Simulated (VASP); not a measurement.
An input for Quantum ESPRESSO's pw.x (written as the equivalent of a VASP run, and not itself run):

```
&CONTROL
  calculation = 'vc-relax'
  pseudo_dir = './pseudo'
  outdir = './out'
  tprnfor = .true.
  tstress = .true.
  nstep = 40
  forc_conv_thr = 0.00078
/
&SYSTEM
  ibrav = 0
  nat = 2
  ntyp = 2
  ecutwfc = 70
  occupations = 'smearing'
  smearing = 'gaussian'
  degauss = 0.003675
  input_dft = 'pz'
/
&ELECTRONS
  conv_thr = 7.3e-08
  electron_maxstep = 100
/
&IONS
/
&CELL
  press = 450
/
ATOMIC_SPECIES
  Cs 132.905 Cs.upf
  I 126.904 I.upf
CELL_PARAMETERS angstrom
     3.6151248    0.0000000    0.0000000
     0.0000000    3.6151248    0.0000000
    -0.0000000    0.0000000    3.6151248
ATOMIC_POSITIONS crystal
  Cs   0.0000000  0.0000000  0.0000000
  I    0.5000000  0.5000000  0.5000000
K_POINTS automatic
  7 7 7 0 0 0
```

Q: Write the VASP files for the same calculation (LDA).

A: Several could match; the one computed here: 
**POSCAR**
```
CsI
1
    3.6151248464     0.0000000000     0.0000000000
    0.0000000000     3.6151248464     0.0000000000
   -0.0000000000     0.0000000000     3.6151248464
Cs I
1 1
Direct
  0.0000000000   0.0000000000   0.0000000000
  0.5000000000   0.5000000000   0.5000000000
```

File KPOINTS:
```
Automatic mesh
0
Gamma
7 7 7
0 0 0
```

### INCAR
```
ALGO = Normal
EDIFF = 1E-6
EDIFFG = -0.02
ENCUT = 500
IBRION = 2
ISIF = 3
ISMEAR = 0
LASPH = T
LCHARG = F
LMAXMIX = 4
LREAL = F
LWAVE = F
NELM = 100
NSW = 40
PREC = Accurate
PSTRESS = 450
SIGMA = 0.05
SYSTEM = CsI
```

POTCAR, in this order: Cs_sv I (LDA.64 set). Program: vasp_std.

The two are equivalent in intent, not identical: the potentials are each code's own (VASP's PAW set, PseudoDojo norm-conserving files in pw.x), so ENCUT and ecutwfc are chosen apart and not converted; conv_thr bounds pw.x's estimated SCF error, while EDIFF bounds the energy change between steps; forc_conv_thr acts on force components and is met together with etot_conv_thr.

The compound is CsI in the CsCl type structure. It was relaxed first under an external pressure of 45 GPa.
